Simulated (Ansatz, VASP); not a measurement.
**SiC (wurtzite SiC, size series) in two plane-wave programs**

Wanted: the spread between two codes on one cell, functional and k mesh. The structure shown is the start of the Ansatz relaxation below; VASP solves that cell, so the two are compared at the walk's first step.

Program: Ansatz 0.2.0. Level of theory: plane waves, with VASP 6.6.1 beside it; single point at PBE. Results are calculated unless marked as measured.

## (1) Set-up

The cell holds 144 atoms: 72 Si and 72 C. Its edges and angles: a = 9.228 Å, b = 9.228 Å, c = 20.192 Å, α = 90.0°, β = 90.0°, γ = 120.0°. It derives from SiC (wurtzite), repeated 3×3×4. As first built, before any earlier steps moved the atoms (in the runner's words): wurtzite SiC (a = 3.076 A, c = 5.048 A), 3 x 3 x 4 conventional cells; ideal positions.

## (2) Ansatz: relaxation, PBE

Ansatz runs on its default PAW (the set named soft_2) files.

The two programs are compared at the cell with which this relaxation starts, whose forces are those of its first step.

input.yaml reads:

```yaml
crystal:
  lattice:
    - [9.228, 0.0, 0.0]
    - [-4.614, 7.99168, 0.0]
    - [0.0, 0.0, 20.192]
  atoms:
    - { symbol: Si, position: [0.0, 0.0, 0.0] }
    - { symbol: C, position: [0.11111, 0.22222, 0.03125] }
    - { symbol: Si, position: [0.11111, 0.22222, 0.125] }
    - { symbol: C, position: [0.0, 0.0, 0.15625] }
    - { symbol: Si, position: [0.0, 0.0, 0.25] }
    - { symbol: C, position: [0.11111, 0.22222, 0.28125] }
    - { symbol: Si, position: [0.11111, 0.22222, 0.375] }
    - { symbol: C, position: [0.0, 0.0, 0.40625] }
    - { symbol: Si, position: [0.0, 0.0, 0.5] }
    - { symbol: C, position: [0.11111, 0.22222, 0.53125] }
    - { symbol: Si, position: [0.11111, 0.22222, 0.625] }
    - { symbol: C, position: [0.0, 0.0, 0.65625] }
    - { symbol: Si, position: [0.0, 0.0, 0.75] }
    - { symbol: C, position: [0.11111, 0.22222, 0.78125] }
    - { symbol: Si, position: [0.11111, 0.22222, 0.875] }
    - { symbol: C, position: [0.0, 0.0, 0.90625] }
    - { symbol: Si, position: [0.0, 0.33333, 0.0] }
    - { symbol: C, position: [0.11111, 0.55556, 0.03125] }
    - { symbol: Si, position: [0.11111, 0.55556, 0.125] }
    - { symbol: C, position: [0.0, 0.33333, 0.15625] }
    - { symbol: Si, position: [0.0, 0.33333, 0.25] }
    - { symbol: C, position: [0.11111, 0.55556, 0.28125] }
    - { symbol: Si, position: [0.11111, 0.55556, 0.375] }
    - { symbol: C, position: [0.0, 0.33333, 0.40625] }
    - { symbol: Si, position: [0.0, 0.33333, 0.5] }
    - { symbol: C, position: [0.11111, 0.55556, 0.53125] }
    - { symbol: Si, position: [0.11111, 0.55556, 0.625] }
    - { symbol: C, position: [0.0, 0.33333, 0.65625] }
    - { symbol: Si, position: [0.0, 0.33333, 0.75] }
    - { symbol: C, position: [0.11111, 0.55556, 0.78125] }
[... 108 atom lines left out ...]
    - { symbol: Si, position: [0.77778, 0.88889, 0.625] }
    - { symbol: C, position: [0.66667, 0.66667, 0.65625] }
    - { symbol: Si, position: [0.66667, 0.66667, 0.75] }
    - { symbol: C, position: [0.77778, 0.88889, 0.78125] }
    - { symbol: Si, position: [0.77778, 0.88889, 0.875] }
    - { symbol: C, position: [0.66667, 0.66667, 0.90625] }
kpoints:
  mp_grid: { grid: [1, 1, 1] }
hamiltonian:
  xc: pbe
scf:
  occupations: { method: gaussian, width: 0.025 }
output:
  forces: true
relax:
  f_tol: 0.05
  max_steps: 200
```

Run with:

```
> ansatz run input.yaml --threads 4 --pin off --max-ram 8192MiB --backend cpu --events-out ev --progress --plain --runs-dir out
```

Numbers of over 12 decimals in the logs are rounded to 6 here.

The log of the run:

```text
Warning: the atoms were moved onto the symmetric positions of the space group found under crystal.symmetry.tolerance 1.0e-5 (fractional; no operation is sought that the atoms, as they stand in a round, miss by more than twice it, and no atom is moved by as much as it), and the run uses the moved positions. Before a round's move an operation carried an atom to 1.08e-4 Å from where it should land, the largest such dist [...]
[...]
- { symbol: Si, position: [0.111111, 0.888889, 0.375274] }
    - { symbol: C, position: [-5.551115123125783e-17, 0.666667, 0.405976] }
    - { symbol: Si, position: [-5.551115123125783e-17, 0.666667, 0.500274] }
    - { symbol: C, position: [0.111111, 0.888889, 0.530976] }
    - { symbol: Si, position: [0.111111, 0.888889, 0.625274] }
    - { symbol: C, position: [-5.551115123125783e-17, 0.666667, 0.655976] }
    - { symbol: Si, position: [-5.551115123125783e-17, 0.666667, 0.750274] }
    - { symbol: C, position: [0.111111, 0.888889, 0.780976] }
    - { symbol: Si, position: [0.111111, 0.888889, 0.875274] }
    - { symbol: C, position: [-5.551115123125783e-17, 0.666667, 0.905976] }
    - { symbol: Si, position: [0.333333, -1.8997270618381296e-17, 0.000273693] }
    - { symbol: C, position: [0.444444, 0.222222, 0.030976] }
    - { symbol: Si, position: [0.444444, 0.222222, 0.125274] }
    - { symbol: C, position: [0.333333, -1.9022862010312034e-17, 0.155976] }
    - { symbol: Si, position: [0.333333, -1.8997270618381296e-17, 0.250274] }
    - { symbol: C, position: [0.444444, 0.222222, 0.280976] }
    - { symbol: Si, position: [0.444444, 0.222222, 0.375274] }
    - { symbol: C, position: [0.333333, -1.9022862010312034e-17, 0.405976] }
    - { symbol: Si, position: [0.333333, -1.8997270618381296e-17, 0.500274] }
    - { symbol: C, position: [0.444444, 0.222222, 0.530976] }
    - { symbol: Si, position: [0.444444, 0.222222, 0.625274] }
    - { symbol: C, position: [0.333333, -1.9022862010312034e-17, 0.655976] }
    - { symbol: Si, position: [0.333333, -1.8997270618381296e-17, 0.750274] }
    - { symbol: C, position: [0.444444, 0.222222, 0.780976] }
    - { symbol: Si, position: [0.444444, 0.222222, 0.875274] }
    - { symbol: C, position: [0.333333, -1.9022862010312034e-17, 0.905976] }
    - { symbol: Si, position: [0.333333, 0.333333, 0.000273693] }
    - { symbol: C, position: [0.444444, 0.555556, 0.030976] }
    - { symbol: Si, position: [0.444444, 0.555556, 0.125274] }
    - { symbol: C, position: [0.333333, 0.333333, 0.155976] }
    - { symbol: Si, position: [0.333333, 0.333333, 0.250274] }
    - { symbol: C, position: [0.444444, 0.555556, 0.280976] }
    - { symbol: Si, position: [0.444444, 0.555556, 0.375274] }
    - { symbol: C, position: [0.333333, 0.333333, 0.405976] }
    - { symbol: Si, position: [0.333333, 0.333333, 0.500274] }
    - { symbol: C, position: [0.444444, 0.555556, 0.530976] }
    - { symbol: Si, position: [0.444444, 0.555556, 0.625274] }
    - { symbol: C, position: [0.333333, 0.333333, 0.655976] }
    - { symbol: Si, position: [0.333333, 0.333333, 0.750274] }
    - { symbol: C, position: [0.444444, 0.555556, 0.780976] }
    - { symbol: Si, position: [0.444444, 0.555556, 0.875274] }
    - { symbol: C, position: [0.333333, 0.333333, 0.905976] }
    - { symbol: Si, position: [0.333333, 0.666667, 0.000273693] }
    - { symbol: C, position: [0.444444, 0.888889, 0.030976] }
    - { symbol: Si, position: [0.444444, 0.888889, 0.125274] }
    - { symbol: C, position: [0.333333, 0.666667, 0.155976] }
    - { symbol: Si, position: [0.333333, 0.666667, 0.250274] }
    - { symbol: C, position: [0.444444, 0.888889, 0.280976] }
[...]
- { symbol: Si, position: [0.666667, 0.666667, 0.000273693] }
    - { symbol: C, position: [0.777778, 0.888889, 0.030976] }
    - { symbol: Si, position: [0.777778, 0.888889, 0.125274] }
    - { symbol: C, position: [0.666667, 0.666667, 0.155976] }
    - { symbol: Si, position: [0.666667, 0.666667, 0.250274] }
    - { symbol: C, position: [0.777778, 0.888889, 0.280976] }
    - { symbol: Si, position: [0.777778, 0.888889, 0.375274] }
    - { symbol: C, position: [0.666667, 0.666667, 0.405976] }
    - { symbol: Si, position: [0.666667, 0.666667, 0.500274] }
    - { symbol: C, position: [0.777778, 0.888889, 0.530976] }
    - { symbol: Si, position: [0.777778, 0.888889, 0.625274] }
    - { symbol: C, position: [0.666667, 0.666667, 0.655976] }
    - { symbol: Si, position: [0.666667, 0.666667, 0.750274] }
    - { symbol: C, position: [0.777778, 0.888889, 0.780976] }
    - { symbol: Si, position: [0.777778, 0.888889, 0.875274] }
    - { symbol: C, position: [0.666667, 0.666667, 0.905976] }
```

## (3) VASP: single point, PBE, start cell

The same cell, functional, mesh and smearing now go to VASP, with its own data sets.

Lines of VASP's logs that name or quote its potential files are left out, and so is its time.

INCAR reads:

```
SYSTEM = SiC
PREC = Accurate
ENCUT = 520
EDIFF = 1E-06
NELM = 120
ISMEAR = 0
SIGMA = 0.025
LREAL = Auto
ALGO = Normal
GGA = PE
NBANDS = 388
LORBIT = 11
LWAVE = .FALSE.
LCHARG = .FALSE.
ISIF = 2
LASPH = .TRUE.
GGA_COMPAT = .FALSE.
EFERMI = MIDGAP
```

POSCAR reads:

```
SiC
1.0
    9.2280000000      0.0000000000      0.0000000000
   -4.6140000000      7.9916800000      0.0000000000
    0.0000000000      0.0000000000     20.1920000000
Si C
72 72
Direct
    0.0000000000      0.0000000000      0.0000000000
    0.1111093037      0.2222186074      0.1250000000
    0.0000000000      0.0000000000      0.2500000000
    0.1111093037      0.2222186074      0.3750000000
    0.0000000000      0.0000000000      0.5000000000
    0.1111093037      0.2222186074      0.6250000000
    0.0000000000      0.0000000000      0.7500000000
    0.1111093037      0.2222186074      0.8750000000
    0.0000004171      0.3333341675      0.0000000000
    0.1111097208      0.5555527749      0.1250000000
    0.0000004171      0.3333341675      0.2500000000
    0.1111097208      0.5555527749      0.3750000000
    0.0000004171      0.3333341675      0.5000000000
    0.1111097208      0.5555527749      0.6250000000
    0.0000004171      0.3333341675      0.7500000000
    0.1111097208      0.5555527749      0.8750000000
    0.0000008342      0.6666683351      0.0000000000
    0.1111101379      0.8888869424      0.1250000000
    0.0000008342      0.6666683351      0.2500000000
    0.1111101379      0.8888869424      0.3750000000
    0.0000008342      0.6666683351      0.5000000000
    0.1111101379      0.8888869424      0.6250000000
    0.0000008342      0.6666683351      0.7500000000
    0.1111101379      0.8888869424      0.8750000000
    0.3333333333      0.0000000000      0.0000000000
    0.4444426370      0.2222186074      0.1250000000
    0.3333333333      0.0000000000      0.2500000000
    0.4444426370      0.2222186074      0.3750000000
    0.3333333333      0.0000000000      0.5000000000
    0.4444426370      0.2222186074      0.6250000000
[... 108 atom lines left out ...]
    0.7777768045      0.8888869424      0.2812500000
    0.6666675009      0.6666683351      0.4062500000
    0.7777768045      0.8888869424      0.5312500000
    0.6666675009      0.6666683351      0.6562500000
    0.7777768045      0.8888869424      0.7812500000
    0.6666675009      0.6666683351      0.9062500000
```

KPOINTS reads:

```
Automatic mesh
0
Gamma
1 1 1
0 0 0
```

PAW data sets: Si and C (PBE family, release 64).

Run with:

```
> export OMP_NUM_THREADS=4
> mpirun -np 1 vasp_gam
```

The log of the run:

```text
[banner, memory and clock lines left out]
running    1 mpi-ranks, on    1 nodes
[...]
Offloading initialized ...    1 GPUs detected
[...]
LDA part: xc-table for (Slater+PW92), standard interpolation
 POSCAR, INCAR and KPOINTS ok, starting setup
[...]
entering main loop
       N       E                     dE             d eps       ncg     rms          rms(c)
DAV:   1     0.341515435989E+04    0.34152E+04   -0.30151E+05   776   0.143E+03
DAV:   2    -0.822811910916E+03   -0.42380E+04   -0.39500E+04   988   0.284E+02
DAV:   3    -0.119747083192E+04   -0.37466E+03   -0.37006E+03   936   0.811E+01
DAV:   4    -0.120749862287E+04   -0.10028E+02   -0.99836E+01   920   0.144E+01
[...]
DAV:  12    -0.106477915956E+04   -0.18268E-04   -0.20720E-04   928   0.180E-02    0.238E-02
DAV:  13    -0.106477918366E+04   -0.24102E-04   -0.20000E-05   888   0.679E-03    0.157E-02
DAV:  14    -0.106477918400E+04   -0.33822E-06   -0.41737E-07   632   0.117E-03
   1 F= -.10647792E+04 E0= -.10647792E+04  d E =0.000000E+00
```

OUTCAR, selected parts (step 3):

```text
  FREE ENERGIE OF THE ION-ELECTRON SYSTEM (eV)
  ---------------------------------------------------
  free  energy   TOTEN  =     -1064.7791839958 eV

  energy  without entropy=    -1064.7791839958  energy(sigma->0) =    -1064.77918400
```

The run ends at a pressure of 4.14 GPa, with forces up to 0.20 eV/Å.

## (4) Comparison

Known differences besides the potentials themselves: Ansatz takes its cutoff from its data sets, VASP runs at 520 eV. Total energies have different zeros and are not compared.

Forces on 7 of the 144 atoms, those with the largest forces and the largest differences (eV/Å; atoms numbered as in POSCAR):

```tsv
atom	Ansatz x, y, z	VASP x, y, z
Si1	0.000, 0.000, 0.198	0.000, 0.000, 0.199
Si2	0.000, 0.000, 0.198	0.000, 0.000, 0.199
Si3	0.000, 0.000, 0.198	0.000, 0.000, 0.199
Si4	0.000, 0.000, 0.198	0.000, 0.000, 0.199
Si5	0.000, 0.000, 0.198	0.000, 0.000, 0.199
Si6	0.000, 0.000, 0.198	0.000, 0.000, 0.199
Si7	0.000, 0.000, 0.198	0.000, 0.000, 0.199
```

The forces differ by 0.6 meV/Å r.m.s., which is 0.5 % of the r.m.s. force of 0.115 eV/Å (both taken over all components).

## (5) What came out

| Item | Value |
| --- | --- |
| r.m.s. force difference (single point, PBE, start cell) | 0.55 meV/Å |

What this shows: The r.m.s. force difference is 0.55 meV/Å (single point, PBE, start cell), within the 12 meV/Å picked in this series as the mark of a large difference. 1 further run of this series is not shown here. Such differences can come from data sets, numerical settings and the points named under the comparisons, not from the functional's error against experiment.

[Lines on the potential files, build, host, timing and source positions are cut from VASP's logs without a mark.]

[Logs are printed without paths, hosts, clocks, repeated set-up lines and the standing remarks that a program may print on its own settings, such as how far it seeks lower states.]

[Hosts, paths, dates, database ids (printed as entryN), source tags and the programs' standing remarks are cut or masked in the printed files.]
